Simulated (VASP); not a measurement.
An input for Quantum ESPRESSO's pw.x (written as the equivalent of a VASP run, and not itself run):

```
&CONTROL
  calculation = 'relax'
  pseudo_dir = './pseudo'
  outdir = './out'
  tprnfor = .true.
  tstress = .true.
  nstep = 30
  forc_conv_thr = 3.9e-05
/
&SYSTEM
  ibrav = 0
  nat = 1
  ntyp = 1
  ecutwfc = 88
  occupations = 'smearing'
  smearing = 'methfessel-paxton'
  degauss = 0.00735
  input_dft = 'pz'
/
&ELECTRONS
  conv_thr = 7.3e-10
  electron_maxstep = 100
/
&IONS
/
ATOMIC_SPECIES
  Rh 102.906 Rh.upf
CELL_PARAMETERS angstrom
     0.0000000    1.8759908    1.8759908
     1.8759908   -0.0000000    1.8759908
     1.8759908    1.8759908    0.0000000
ATOMIC_POSITIONS crystal
  Rh   0.0000000  0.0000000  0.0000000
K_POINTS automatic
  15 15 15 0 0 0
```

Write the VASP files for the same calculation (LDA).

One answer among several that fit: 
INCAR:
```
# general
SYSTEM   =  Rh
PREC     =  Accurate
ENCUT    =  400
LREAL    =  F   # projection in real space or not
LASPH    =  T   # aspherical one-centre terms

# electronic loop
EDIFF    =  1E-8   # SCF stop (eV)
NELM     =  100   # most electronic steps
ALGO     =  Normal   # blocked Davidson
LMAXMIX  =  4   # l cut-off of mixed one-centre charges

# smearing
ISMEAR   =  1   # Methfessel-Paxton
SIGMA    =  0.1   # width (eV)

# ions
IBRION   =  1
NSW      =  30   # most ionic steps
ISIF     =  2
EDIFFG   =  -0.001   # ionic stop

# output
LWAVE    =  F
LCHARG   =  F
```

**KPOINTS**
```
Automatic
0
Gamma
15 15 15
0 0 0
```

File POSCAR:
```
Rh
1
    0.0000000000     1.8759907924     1.8759907924
    1.8759907924    -0.0000000000     1.8759907924
    1.8759907924     1.8759907924     0.0000000000
Rh
1
Direct
  0.0000000000   0.0000000000   0.0000000000
```

POTCAR, in this order: Rh_pv (LDA.64 set). Program: vasp_std.

Limits of the translation: the potentials are each code's own (VASP's PAW set, PseudoDojo norm-conserving files in pw.x), so ENCUT and ecutwfc are chosen apart and not converted; conv_thr bounds pw.x's estimated SCF error, while EDIFF bounds the energy change between steps; forc_conv_thr acts on force components and is met together with etot_conv_thr.

The compound is Rh in the fcc structure. It was relaxed first. The start is the result of an earlier pass.
